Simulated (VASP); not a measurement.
Consider the following.

```xyz
4
Lattice="3.7168 0.0000 0.0000 -1.8584 3.2189 0.0000 0.0000 0.0000 6.1258" Properties=species:S:1:pos:R:3 pbc="T T T"
B      0.0000     2.1459     0.0027
B      1.8584     1.0730     3.0656
Bi     0.0000     2.1459     2.2945
Bi     1.8584     1.0730     5.3574
```

The numbers are results of PBEsol GGA, VASP's PBE PAW potentials (set 64) (plane waves; VASP), not measurements. Settings: 620 eV cut-off, 7×7×4 Γ-centred mesh, Gaussian smearing of 0.050 eV, potentials B Bi_d.

Energy and stress use the plane-wave basis of the starting cell.

Q: The ions, cell shape and volume at an external pressure of 20.0 GPa are relaxed. Predict the relaxed structure.

A: 
```xyz
4
Lattice="3.6323 0.0000 0.0000 -1.8161 3.1457 0.0000 0.0000 0.0000 5.9918" Properties=species:S:1:pos:R:3 pbc="T T T"
B      0.0000     2.0971     0.0044
B      1.8161     1.0486     3.0003
Bi     0.0000     2.0971     2.2426
Bi     1.8161     1.0486     5.2385
```
Space group P6_3mc (186), at a tolerance of 0.03 Å.

Q: How do energy and volume change from the first to the last step?

A: The energy (σ→0) changes by +110.6 meV/atom and the volume by -6.6 %, in 6 ionic steps.

```tsv
step	E(σ→0) (eV)	max force (eV/Å)	pressure (GPa)	volume (Å³)
1	-19.2737	0.002	10.07	73.29
2	-17.6405	0.109	39.83	61.89
3	-18.8385	0.037	19.73	68.52
4	-18.8257	0.038	19.92	68.42
5	-18.8137	0.039	20.15	68.32
6	-18.8315	0.003	19.95	68.46
```

The structure was generated: BBi was put into the wurtzite type (P6_3mc), which need not be its known phase. This run relaxes it under an external pressure of 20 GPa. Symmetry was kept, so distortions that lower it aren't found.
